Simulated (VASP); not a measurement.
A convergence study with VASP on CaF2 (fluorite): one setting is varied, all else stays as given below, so the limit is that of these other settings.

```
CELL_PARAMETERS angstrom
      0.00000     2.73000     2.73000
      2.73000     0.00000     2.73000
      2.73000     2.73000     0.00000
ATOMIC_POSITIONS crystal
  Ca 0.00000 0.00000 0.00000
  F  0.25000 0.25000 0.25000
  F  0.75000 0.75000 0.75000
```

All values below come from PBEsol GGA, VASP's PBE PAW potentials (set 64) (plane waves; VASP). The tightest run used: 700 eV cut-off, 12×12×12 Monkhorst-Pack mesh, Gaussian smearing of 0.050 eV, potentials Ca_sv F.

Q: The settings run are 1×1×1 mesh; 2×2×2 mesh; 3×3×3 mesh; 4×4×4 mesh; 5×5×5 mesh; 6×6×6 mesh; 7×7×7 mesh; 8×8×8 mesh; 9×9×9 mesh; 10×10×10 mesh; 11×11×11 mesh; 12×12×12 mesh. From which on does the stress (every component) stay within 0.1 GPa of the tightest run?

A: From 2×2×2 mesh on: it is off by 0.02 there and by no more than 0.1 in any finer run, while 1×1×1 mesh is off by 8.42.
| setting | E (eV/atom) | pressure (GPa) | irreducible k-points | difference judged (GPa) |
|---|---|---|---|---|
| 1×1×1 mesh | -5.9429 | -10.07 | 1 | 8.42 |
| 2×2×2 mesh | -5.9702 | -1.67 | 2 | 0.02 |
| 3×3×3 mesh | -5.9683 | -1.64 | 4 | 0.01 |
| 4×4×4 mesh | -5.9688 | -1.65 | 10 | 0.00 |
| 5×5×5 mesh | -5.9689 | -1.65 | 10 | 0.00 |
| 6×6×6 mesh | -5.9688 | -1.65 | 28 | 0.00 |
| 7×7×7 mesh | -5.9688 | -1.65 | 20 | 0.00 |
| 8×8×8 mesh | -5.9688 | -1.65 | 60 | 0.00 |
| 9×9×9 mesh | -5.9688 | -1.65 | 35 | 0.00 |
| 10×10×10 mesh | -5.9688 | -1.65 | 110 | 0.00 |
| 11×11×11 mesh | -5.9689 | -1.65 | 56 | 0.00 |
| 12×12×12 mesh | -5.9688 | -1.65 | 182 | 0.00 |

Left out are rungs that failed or repeat a setting and relaxations that didn't move; long series are thinned to 24 rows.

The compound is CaF2 in the fluorite structure. The cell was not relaxed at this level.
